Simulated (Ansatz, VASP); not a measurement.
## Ge3P2Se11 in two plane-wave programs

One calculation is typed for both programs; each brings its own data sets. How far apart do they land? Of the first pair: The structure shown is the start of the Ansatz relaxation below; VASP solves that cell, so the two are compared at the walk's first step.

Calculated with Ansatz 0.2.0; plane waves, with VASP 6.6.1 beside it; single point at PBE with D3(BJ).

## Step 1: The starting structure

The cell holds 32 atoms: 4 P, 6 Ge and 22 Se. Its edges and angles: a = 9.934 Å, b = 9.934 Å, c = 9.934 Å, α = 90.0°, β = 90.0°, γ = 90.0°.

## Step 2: Ansatz: relaxation, PBE with D3(BJ)

Ansatz runs on its PAW soft_1 files.

The two programs are compared at the cell with which this relaxation starts, whose forces are those of its first step.

File input.yaml:

```yaml
crystal:
  lattice:
    - [9.9339282556, 0.0, 0.0]
    - [0.0, 9.9339282556, 0.0]
    - [0.0, 0.0, 9.9339282556]
  atoms:
    - { symbol: P, position: [0.057474, 0.288441, 0.555242] }
    - { symbol: P, position: [0.560344, 0.020007, 0.158418] }
    - { symbol: P, position: [0.542268, 0.551556, 0.835994] }
    - { symbol: P, position: [0.950278, 0.086576, 0.057252] }
    - { symbol: Ge, position: [0.441813, 0.959049, 0.753586] }
    - { symbol: Ge, position: [0.442859, 0.6221, 0.237391] }
    - { symbol: Ge, position: [0.47885, 0.28988, 0.497384] }
    - { symbol: Ge, position: [0.000454, 0.62148, 0.332721] }
    - { symbol: Ge, position: [0.953772, 0.495367, 0.911831] }
    - { symbol: Ge, position: [0.009767, 0.886202, 0.673253] }
    - { symbol: Se, position: [0.960781, 0.428917, 0.450967] }
    - { symbol: Se, position: [0.926185, 0.608181, 0.124705] }
    - { symbol: Se, position: [0.00892, 0.692061, 0.810011] }
    - { symbol: Se, position: [0.477979, 0.54447, 0.026343] }
    - { symbol: Se, position: [0.226024, 0.622708, 0.292286] }
    - { symbol: Se, position: [0.450018, 0.425538, 0.712938] }
    - { symbol: Se, position: [0.060198, 0.365001, 0.74106] }
    - { symbol: Se, position: [0.530434, 0.832153, 0.22363] }
    - { symbol: Se, position: [0.517441, 0.740865, 0.773634] }
    - { symbol: Se, position: [0.50524, 0.153022, 0.290728] }
    - { symbol: Se, position: [0.937688, 0.011361, 0.872002] }
    - { symbol: Se, position: [0.246082, 0.272211, 0.486843] }
    - { symbol: Se, position: [0.548433, 0.096909, 0.618124] }
    - { symbol: Se, position: [0.948451, 0.776034, 0.484096] }
    - { symbol: Se, position: [0.536934, 0.482001, 0.384463] }
    - { symbol: Se, position: [0.730668, 0.493121, 0.840024] }
    - { symbol: Se, position: [0.229268, 0.935443, 0.698908] }
    - { symbol: Se, position: [0.964683, 0.115556, 0.547163] }
    - { symbol: Se, position: [0.477905, 0.034351, 0.974436] }
    - { symbol: Se, position: [0.953282, 0.285698, 0.040241] }
    - { symbol: Se, position: [0.100451, 0.02459, 0.164653] }
    - { symbol: Se, position: [0.762652, 0.039736, 0.131144] }
  symmetry: { detect: false }
kpoints:
  mp_grid: { grid: [1, 1, 1] }
scf:
  occupations: { method: fermi_dirac, width: 0.05 }
hamiltonian:
  xc: pbe
  dispersion: d3bj
  pseudopotentials: { kind: paw, azcp: { folder: soft_1 } }
output:
  forces: true
  stress: true
relax:
  f_tol: 0.04
  max_steps: 150
  escape_saddle: false
  cell: { stress_tol: 0.4, fix: [] }
```

Command:

```
$ ansatz run input.yaml --threads 4 --pin off --max-ram 14336MiB --backend cpu --events-out ev --progress --plain --runs-dir out
```

Numbers of over 12 decimals in the logs are rounded to 6 here.

What it wrote:

```text
Engine: ansatz 0.2.0, aarch64-unknown-linux-gnu
Pseudopotentials: kind: paw
Pseudopotential: P, paw, valence charge 5, recommended cutoff 420 eV (normal), soft_1/P.paw.azcp
Pseudopotential: Ge, paw, valence charge 14, recommended cutoff 420 eV (normal), soft_1/Ge.paw.azcp
Pseudopotential: Se, paw, valence charge 16, recommended cutoff 420 eV (normal), soft_1/Se.paw.azcp
Functional definition: PBE
  parameter kappa = 0.804
  parameter beta = 0.066725
  exchange = pbe_x(kappa = kappa, mu = beta*pi^2/3)
  correlation = pbe_c(beta = beta)
Crystal: 32 atoms, lattice volume = 980.309 Å³
Basis set: ecut = 420 eV, 19213 PW (Γ), exchange–correlation on 144×144×144 points (8 copies of the dense FFT grid, shifted against one another)
Bands: 274, of which v1, the nominal top of the filled ones, is band 228 counted from 1 (227 counted from 0)
Symmetry: 1 space group operations
k-points: 1
Non-local potential: P, projectors of the file, l = 0: 2, l = 1: 2, l = 2: 1
Non-local potential: Ge, projectors of the file, l = 0: 2, l = 1: 2, l = 2: 3, l = 3: 1
Non-local potential: Se, projectors of the file, l = 0: 2, l = 1: 2, l = 2: 3, l = 3: 1
PAW form: soft (Blöchl's): semilocal exchange-correlation on the pseudo side does not see the compensation charge
PAW one-centre angular grid: P, 110 points (default); XC on 64 Gauss nodes
PAW one-centre angular grid: Ge, 590 points (default); XC on 64 Gauss nodes
PAW one-centre angular grid: Se, 590 points (default); XC on 64 Gauss nodes
Initial density: superposition of atomic densities (chi_scale 0.1, normalization cell, long waves kept (reshape's long-wave potential 0.19 eV rms))
Initial wavefunctions: pseudopotential atomic-orbital guess
Functional: x = pbe(κ = 0.804, μ = 0.219515), c = pbe(β = 0.066725)
SCF iter   1: F=—  HF=-149099.232835 eV  |F-HF|=—  |Δ(HF+E_count)|=         —  Δρ=3.27e-2  dr2=2.16e1  ethr=3.10e-3  ⟨swp⟩=6.0  Hψ=1069  notcnv=0  defer=26
preconditioner: auto → LDOS  [metal: Δε(μ)=0.044 eV  Ē_g=10.653 eV  σ=0.050 eV  W_gap=0.22  n_scr=250 (ndim 8)  ℏωp=15.7 eV  f_vac=0.263  D(μ)=21.55/eV (n_scr^D=122)  β→1.0]
SCF iter   2: F=—  HF=-149096.242863 eV  |F-HF|=—  |Δ(HF+E_count)|=    2.99e0  Δρ=1.47e-2  dr2=4.03e0  ethr=3.10e-3  ⟨swp⟩=3.0  Hψ=459  notcnv=0  defer=32
SCF iter   3: F=—  HF=-149095.434298 eV  |F-HF|=—  |Δ(HF+E_count)|=   8.09e-1  Δρ=5.65e-3  dr2=7.70e-1  ethr=8.84e-4  ⟨swp⟩=3.0  Hψ=386  notcnv=0  defer=32
SCF iter   4: F=—  HF=-149095.240132 eV  |F-HF|=—  |Δ(HF+E_count)|=   1.94e-1  Δρ=1.88e-3  dr2=1.23e-1  ethr=1.69e-4  ⟨swp⟩=3.0  Hψ=457  notcnv=0  defer=32
SCF iter   5: F=—  HF=-149095.231993 eV  |F-HF|=—  |Δ(HF+E_count)|=   8.14e-3  Δρ=9.83e-4  dr2=2.98e-2  ethr=2.71e-5  ⟨swp⟩=2.0  Hψ=368  notcnv=0  defer=32
SCF iter   6: F=—  HF=-149095.226146 eV  |F-HF|=—  |Δ(HF+E_count)|=   5.85e-3  Δρ=3.85e-4  dr2=4.17e-3  ethr=6.54e-6  ⟨swp⟩=2.0  Hψ=352  notcnv=0  defer=32
SCF iter   7: F=—  HF=-149095.225634 eV  |F-HF|=—  |Δ(HF+E_count)|=   5.12e-4  Δρ=2.10e-4  dr2=1.22e-3  ethr=9.14e-7  ⟨swp⟩=2.0  Hψ=307  notcnv=0  defer=32
SCF iter   8: F=—  HF=-149095.225503 eV  |F-HF|=—  |Δ(HF+E_count)|=   1.31e-4  Δρ=1.13e-4  dr2=3.52e-4  ethr=2.68e-7  ⟨swp⟩=2.0  Hψ=309  notcnv=0  defer=32
SCF iter   9: F=—  HF=-149095.225428 eV  |F-HF|=—  |Δ(HF+E_count)|=   7.49e-5  Δρ=5.10e-5  dr2=6.98e-5  ethr=7.72e-8  ⟨swp⟩=2.0  Hψ=309  notcnv=0  defer=32
SCF iter  10: F=—  HF=-149095.225782 eV  |F-HF|=—  |Δ(HF+E_count)|=   3.53e-4  Δρ=2.31e-5  dr2=1.42e-5  ethr=1.53e-8  ⟨swp⟩=2.0  Hψ=306  notcnv=0  defer=32
SCF iter  11: F=—  HF=-149095.225780 eV  |F-HF|=—  |Δ(HF+E_count)|=   2.22e-6  Δρ=1.00e-5  dr2=2.82e-6  ethr=3.10e-9  ⟨swp⟩=2.0  Hψ=361  notcnv=0  defer=32
SCF iter  12: F=—  HF=-149095.225779 eV  |F-HF|=—  |Δ(HF+E_count)|=   4.09e-7  Δρ=4.87e-6  dr2=7.59e-7  ethr=6.18e-10  ⟨swp⟩=2.0  Hψ=361  notcnv=0  defer=32
SCF iter  13: F=—  HF=-149095.225779 eV  |F-HF|=—  |Δ(HF+E_count)|=   9.42e-8  Δρ=2.11e-6  dr2=1.26e-7  ethr=1.67e-10  ⟨swp⟩=2.0  Hψ=353  notcnv=0  defer=32
SCF iter  14: F=-149095.225779 eV  HF=-149095.225779 eV  |F-HF|=1.97e-8  |Δ(HF+E_count)|=   1.84e-8  Δρ=9.74e-7  dr2=2.61e-8  ethr=2.19e-11  ⟨swp⟩=4.0  Hψ=804  notcnv=0
SCF 1 converged in 14 iterations: F = -149095.225779 eV  dr2 = 2.61e-8
  greatest PAW one-centre occupation: 1.000 electrons in one spin orbital (limit 2), on the Se atom at site 30 (counted from 0), in its partial waves of l = 2
relax step   1: F+E_penalty+E_count = -149095.22577897 eV  Δ(F+E_penalty+E_count) = +0.000e0 eV  max|allowed force component| = 5.060e0 eV/Å  Δτ_max = 0.0000 Å  P = +15.595 GPa  Ω = 980.309 Å³  (14 SCF iters, dr2 threshold 1.00e-7 eV, accepted)
Crystal: 32 atoms, lattice volume = 1097.748 Å³
Basis set: ecut = 420 eV, 21473 PW (Γ), exchange–correlation on 144×144×144 points (8 copies of the dense FFT grid, shifted against one another)
Initial density: handed on by an earlier stage of this run
[...]
SCF iter   3: F=—  HF=-149131.613943 eV  |F-HF|=—  |Δ(HF+E_count)|=   3.53e-2  Δρ=1.14e-4  dr2=4.82e-6  ethr=2.43e-8  ⟨swp⟩=2.0  Hψ=363  notcnv=0
SCF iter   4: F=—  HF=-149131.614872 eV  |F-HF|=—  |Δ(HF+E_count)|=   9.29e-4  Δρ=7.34e-6  dr2=7.35e-7  ethr=1.06e-9  ⟨swp⟩=2.0  Hψ=503  notcnv=0
[...]
basis re-selected at this cell: Δ(F+E_penalty+E_count) = -2.659e-3 eV, ΔP = +0.007 GPa vs the last step (what re-selecting the basis moved, of the pressure what is left beyond the Pulay correction that the steps carried, after the strain that the cell walked since its last selection, with what the two solves' SCF thresholds leave and, on support functions, any second-order correction that the steps lacked; it is no measure of the basis error at this ecutwfc). The dense FFT grid was sized anew with the basis: this SCF ran on 60×60×75 points, the steps before it on 72×72×72, so part of this shift can come from that change (see relax.cell in the input reference). [rest of the remark cut]
SCF converged after 7 iterations
Free energy (F): -149131.614873 eV
Harris-Foulkes:  -149131.614873 eV  (|F-HF|=1.00e-8)
Internal energy: -149131.609907 eV  (E = F + TS)
E sigma→0 (E₀):  -149131.612390 eV
Entropy (-TS):   -0.004966 eV (-0.155 meV/atom)
Fermi energy:    8.518230 eV
--- Per-component energies (eV) ---
  E_band       = -9261.271258
  E_kinetic    = 3239.524117
  E_local      = -72933.625493  (includes V_loc(G=0)·N_el)
  E_nonlocal   = -6370.997542
  E_hartree    = 37648.752500
  E_xc         = -2596.145936
  E_vxc        = -2625.091677  (∫ρ·V_xc dr)
  E_paw        = -61144.082580  (= ΣΔE_a)
  E_vpaw       = -5868.584769  (= ΣTr[D̂ρ^β])
  E_aug_tail   = -0.008077  (compensation charges beyond the density's cutoff)
  E_ewald      = -46963.392693
  E_disp       = -11.634203  (pairwise vdW)
  E_smearing   = -0.004966  (= −TS)
  E_closure    = -0.000000  (closes the sum)
  Σ components = -149131.614873   (vs F -149131.614873, Δ=0.00e0)
--- Forces (eV/Å), atoms counted from 1 ---
  atom   1  P      0.00059137    -0.00689877    -0.02578052
  atom   2  P      0.03188225    -0.02491719    -0.01002166
  atom   3  P      0.02047348    -0.01714447    -0.01461084
  atom   4  P     -0.02525789     0.02351288     0.00661529
  atom   5  Ge    -0.00044115     0.00901019     0.01140608
  atom   6  Ge     0.01157345    -0.01169302    -0.00443886
  atom   7  Ge    -0.00071912    -0.00043033     0.00189685
  atom   8  Ge    -0.01973837    -0.00904427    -0.01476290
  atom   9  Ge     0.00559855    -0.00151793     0.00691977
  atom  10  Ge     0.00479222    -0.00176537    -0.02016625
  atom  11  Se     0.00001147     0.01919106     0.00953089
  atom  12  Se    -0.00418653    -0.00470457     0.01365965
  atom  13  Se    -0.01408970     0.00824656    -0.00057634
  atom  14  Se     0.00589056    -0.00698426    -0.00410209
  atom  15  Se     0.00836647     0.00095200     0.00102988
  atom  16  Se    -0.02559009     0.02375488     0.03673611
  atom  17  Se     0.01000139    -0.00727930     0.00795172
  atom  18  Se    -0.02172161    -0.00486435     0.00940918
  atom  19  Se    -0.00667186     0.00069700     0.01645272
  atom  20  Se    -0.00482239     0.00602616     0.00402475
  atom  21  Se     0.00132396    -0.00701643    -0.00276362
  atom  22  Se    -0.00287461     0.00285587    -0.00000927
  atom  23  Se     0.01034007     0.00089971    -0.01004301
  atom  24  Se    -0.01296095    -0.02875325     0.01044756
  atom  25  Se     0.02972030     0.00980034    -0.00437490
  atom  26  Se    -0.01961460     0.00743597    -0.00373618
  atom  27  Se    -0.00017726     0.00679864    -0.01081023
  atom  28  Se     0.00844669     0.00874899     0.00277765
  atom  29  Se     0.00395892     0.00559895     0.00708258
  atom  30  Se    -0.00012893    -0.00134202    -0.01222382
  atom  31  Se     0.02375734     0.00754085     0.00558314
  atom  32  Se    -0.01772046    -0.00671478    -0.01313791
  max |Σ_I F_I| component: 3.46e-5 eV/Å
--- Stress (GPa, compression-positive) ---
       -0.047947      -0.019931      -0.014342
       -0.019931      -0.003448       0.035676
       -0.014342       0.035676       0.063788
  P = ⅓ Tr σ = 0.0041 GPa (0.041 kbar)
--- Relaxed structure (75 steps of the walk, 75 accepted, 1 SCFs on fresh bases) ---
  F+E_penalty+E_count = -149131.61487268 eV   max|allowed force component| = 3.674e-2 eV/Å   (the final SCF, on the basis selected at the relaxed cell)
  cell:  # Å, volume = 713.0457 Å³
    - [8.215730, 0.157967, -0.674093]
    - [0.157967, 8.137744, 0.940713]
    - [-0.674093, 0.940713, 10.836251]
  atoms:
    - { symbol: P, position: [0.181166, 0.307619, 0.666145] }
    - { symbol: P, position: [0.588551, 0.050642, 0.094784] }
    - { symbol: P, position: [0.426867, 0.614803, 0.753378] }
    - { symbol: P, position: [0.866010, -0.045102, 0.130552] }
    - { symbol: Ge, position: [0.541727, 0.990169, 0.814544] }
    - { symbol: Ge, position: [0.529971, 0.608039, 0.163438] }
    - { symbol: Ge, position: [0.454928, 0.308592, 0.594827] }
    - { symbol: Ge, position: [-0.045366, 0.592873, 0.349645] }
    - { symbol: Ge, position: [0.877025, 0.377574, 0.883575] }
    - { symbol: Ge, position: [0.066113, 0.892758, 0.614874] }
    - { symbol: Se, position: [1.040754, 0.560328, 0.609177] }
    - { symbol: Se, position: [0.843872, 0.645884, 0.121761] }
    - { symbol: Se, position: [0.00606087, 0.815058, 0.859777] }
    - { symbol: Se, position: [0.258872, 0.581796, -0.085389] }
    - { symbol: Se, position: [0.207687, 0.584015, 0.207804] }
    - { symbol: Se, position: [0.454288, 0.621113, 0.537205] }
    - { symbol: Se, position: [0.215965, 0.262129, 0.896439] }
    - { symbol: Se, position: [0.509044, 0.878455, 0.250349] }
    - { symbol: Se, position: [0.661015, 0.694260, 0.851652] }
    - { symbol: Se, position: [0.544023, 0.282397, 0.184469] }
    - { symbol: Se, position: [0.848158, 0.058377, 0.879870] }
    - { symbol: Se, position: [0.213485, 0.271614, 0.177993] }
    - { symbol: Se, position: [0.648563, 0.052466, 0.563084] }
    - { symbol: Se, position: [0.779605, 0.784728, 0.574660] }
    - { symbol: Se, position: [0.667672, 0.485318, 0.391429] }
    - { symbol: Se, position: [0.552698, 0.325608, 0.834768] }
    - { symbol: Se, position: [0.374111, 0.950875, 0.596295] }
    - { symbol: Se, position: [0.975323, 0.199597, 0.566710] }
    - { symbol: Se, position: [0.277116, -0.066876, 0.916043] }
    - { symbol: Se, position: [0.878860, 0.292576, 0.144418] }
    - { symbol: Se, position: [0.179734, -0.074737, 0.198076] }
    - { symbol: Se, position: [0.913698, -0.102362, 0.359121] }
```

Reading the cycles: dr2 is the Hartree energy of the density residual (eV), the measure of convergence; HF is the Harris–Foulkes estimate of the energy, which meets the free energy F at convergence.

## Step 3: VASP: single point, PBE with D3(BJ), start cell, pair 1

The same cell, functional, mesh and smearing now go to VASP, with its own data sets.

Lines of VASP's logs that name or quote its potential files are left out, and so is its time.

File INCAR:

```
SYSTEM = Ge3P2Se11
PREC = Accurate
ENCUT = 410
EDIFF = 1E-06
NELM = 120
ISMEAR = -1
SIGMA = 0.05
LREAL = Auto
ALGO = Normal
GGA = PE
IVDW = 12
NBANDS = 140
LORBIT = 11
LWAVE = .FALSE.
LCHARG = .FALSE.
ISIF = 2
LASPH = .TRUE.
GGA_COMPAT = .FALSE.
EFERMI = MIDGAP
```

File POSCAR:

```
Ge3P2Se11
1.0
    9.9339280000      0.0000000000      0.0000000000
    0.0000000000      9.9339280000      0.0000000000
    0.0000000000      0.0000000000      9.9339280000
P Ge Se
4 6 22
Direct
    0.0574740425      0.2884409873      0.5552419949
    0.5603440049      0.0200069902      0.1584179994
    0.5422679730      0.5515560411      0.8359939794
    0.9502779766      0.0865760251      0.0572519753
    0.4418130472      0.9590490287      0.7535859934
    0.4428590584      0.6221000394      0.2373909897
    0.4788500581      0.2898799951      0.4973840157
    0.0004539997      0.6214800429      0.3327210546
    0.9537720628      0.4953669888      0.9118310501
    0.0097670327      0.8862020139      0.6732530173
    0.9607810727      0.4289170407      0.4509670294
    0.9261849895      0.6081809733      0.1247050512
    0.0089200365      0.6920609853      0.8100110047
    0.4779790029      0.5444700223      0.0263429532
    0.2260239857      0.6227080567      0.2922859920
    0.4500180593      0.4255380148      0.7129380241
    0.0601980405      0.3650010348      0.7410600318
    0.5304339834      0.8321530013      0.2236299679
    0.5174410364      0.7408650435      0.7736340549
    0.5052400219      0.1530220473      0.2907279980
    0.9376879921      0.0113609642      0.8720019916
    0.2460820131      0.2722110529      0.4868429689
    0.5484330066      0.0969089971      0.6181239687
    0.9484510055      0.7760340119      0.4840960192
    0.5369340305      0.4820009769      0.3844630241
    0.7306679694      0.4931210494      0.8400240066
    0.2292680197      0.9354430594      0.6989080251
    0.9646830539      0.1155560016      0.5471630155
    0.4779050140      0.0343509637      0.9744359935
    0.9532820250      0.2856979636      0.0402409802
    0.1004509998      0.0245899709      0.1646529953
    0.7626519943      0.0397360440      0.1311439946
```

File KPOINTS:

```
Automatic mesh
0
Gamma
1 1 1
0 0 0
```

Potentials, in the order of the species: P, Ge_d and Se (PBE family, release 64).

Command:

```
$ mpirun -np 4 vasp_gam
```

What it wrote:

```text
[banner, memory and clock lines left out]
running    4 mpi-ranks, on    1 nodes
[...]
LDA part: xc-table for (Slater+PW92), standard interpolation
 POSCAR, INCAR and KPOINTS ok, starting setup
[...]
entering main loop
       N       E                     dE             d eps       ncg     rms          rms(c)
DAV:   1     0.367500505021E+04    0.36750E+04   -0.86634E+04   380   0.221E+03
DAV:   2     0.682902207546E+03   -0.29921E+04   -0.29056E+04   320   0.709E+02
DAV:   3    -0.227770976337E+02   -0.70568E+03   -0.68056E+03   332   0.217E+02
DAV:   4    -0.998829870981E+02   -0.77106E+02   -0.73741E+02   336   0.828E+01
[...]
DAV:  17    -0.100220769460E+03   -0.40119E-05   -0.87677E-06   304   0.801E-03    0.590E-03
DAV:  18    -0.100220770737E+03   -0.12769E-05   -0.15434E-06   192   0.388E-03    0.259E-03
DAV:  19    -0.100220771053E+03   -0.31567E-06   -0.80757E-07   176   0.297E-03
   1 F= -.10813578E+03 E0= -.10803074E+03  d E =-.210075E+00
```

OUTCAR, selected parts (step 3):

```text
 Edisp (eV)   -7.91501

  Total      90.34577    98.96242    97.52907    -0.46008     0.84764     0.91780
  in kB     147.65745   161.74015   159.39756    -0.75193     1.38536     1.50001
  external pressure =      156.27 kB  Pullay stress =        0.00 kB

 POSITION                                       TOTAL-FORCE (eV/Angst)
 -----------------------------------------------------------------------------------
      0.57094      2.86535      5.51573         0.827629     -0.398781      0.381598
      5.56642      0.19875      1.57371        -0.311199     -0.736200     -1.633364
      5.38685      5.47912      8.30470        -0.652325      1.270652      0.746020
      9.43999      0.86004      0.56874         0.928298     -0.475298     -0.762309
      4.38894      9.52712      7.48607        -0.072783     -0.344329      0.785568
      4.39933      6.17990      2.35822        -0.753372      0.254889      0.051465
      4.75686      2.87965      4.94098         0.387224      0.076190      1.215079
      0.00451      6.17374      3.30523         0.580044     -0.062818     -0.455706
      9.47470      4.92094      9.05806         0.274333     -0.026464      0.751836
      0.09702      8.80347      6.68805        -0.729627      0.292816      0.236885
      9.54433      4.26083      4.47987        -4.199932      1.199463     -2.195980
      9.20066      6.04163      1.23881        -1.507085      0.901627     -0.729625
      0.08861      6.87488      8.04659         0.648006      0.487885      0.599529
      4.74821      5.40873      0.26169        -1.810114     -2.125179      2.827867
[...]
-----------------------------------------------------------------------------------
    total drift:                                0.003257     -0.010157     -0.020141

  FREE ENERGIE OF THE ION-ELECTRON SYSTEM (eV)
  ---------------------------------------------------
  free  energy   TOTEN  =      -108.1357764950 eV

  energy  without entropy=     -107.9257018006  energy(sigma->0) =     -108.03073915

[... 3 further parts left out ...]
[key lines of the parts left out:]
E-fermi :   1.3578
```

The run ends at a pressure of 15.63 GPa, with forces up to 5.4 eV/Å.

## Step 4: Side by side

Known differences besides the potentials themselves: the data sets hold 456 valence electrons in Ansatz (on its PAW soft_1 files) and 236 in VASP; the cutoff is 420 eV in Ansatz and 410 eV in VASP (PREC = Accurate, projectors in real space). Total energies have different zeros and are not compared.

Forces on 7 of the 32 atoms, those with the largest forces and the largest differences (eV/Å; atoms numbered as in POSCAR):

| atom | Ansatz x, y, z | VASP x, y, z |
| --- | --- | --- |
| Se11 | -4.183, 1.181, -2.180 | -4.200, 1.199, -2.196 |
| Se16 | -2.965, -2.959, -2.291 | -2.984, -2.984, -2.317 |
| Se20 | -1.588, 3.706, 2.694 | -1.602, 3.739, 2.732 |
| Se26 | 4.117, -2.673, -1.193 | 4.154, -2.682, -1.193 |
| Se28 | -3.251, -3.849, -0.866 | -3.277, -3.889, -0.870 |
| Se30 | 0.059, 5.060, 1.159 | 0.052, 5.094, 1.154 |
| Se31 | 3.719, -1.817, 3.355 | 3.762, -1.837, 3.390 |

The forces differ by 15 meV/Å r.m.s., which is 0.8 % of the r.m.s. force of 1.889 eV/Å (both taken over all components).

[end of part 1 of 2]

[Lines on the potential files, build, host, timing and source positions are cut from VASP's logs without a mark.]

[Logs are printed without paths, hosts, clocks, repeated set-up lines and the standing remarks that a program may print on its own settings, such as how far it seeks lower states.]

[Hosts, paths, dates, database ids (printed as entryN), source tags and the programs' standing remarks are cut or masked in the printed files.]
